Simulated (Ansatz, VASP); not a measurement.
Two plane-wave programs on HfMoC2

```
Hf Mo C
1.0
     3.31429    0.00000    0.00000
     0.00000    3.31429    0.00000
     0.00000    0.00000    4.65784
Hf Mo C
1 1 2
Cartesian
  0.0000 0.0000 0.0000
  1.6571 1.6571 2.3289
  0.0000 0.0000 2.3289
  1.6571 1.6571 0.0000
```

The cell comes from a database or a generator and needn't be the stable form of this composition.

Alike in both runs: task single point; functional PBE; k mesh 7 × 7 × 5; no spin polarisation.

|  | VASP | Ansatz |
| --- | --- | --- |
| version | VASP 6.6.1 | Ansatz 0.2.0 |
| potentials or method | VASP PAW PBE potentials, release 64 (Hf_pv, Mo_sv, C) | plane waves, PAW |
| plane-wave cutoff (eV) | 520 | 500 |
| occupations | fermi-dirac, width 0.1 eV | fermi-dirac |
| valence electrons in the cell | 32 | 48 |

|  | VASP | Ansatz | Ansatz less VASP |
| --- | --- | --- | --- |
| pressure (GPa) | -25.6 | -25.2 | +0.30 |
| largest component of the traceless stress (GPa) | 0.58 | 0.60 | +0.024 |

The two sets of potentials don't hold the same shells in valence.

Caveats: so large a pressure means that the cell lies far from this level's equilibrium, or that cutoff or potentials fall short (VASP). The runs have no spin-orbit coupling, so splittings on Hf are missing.
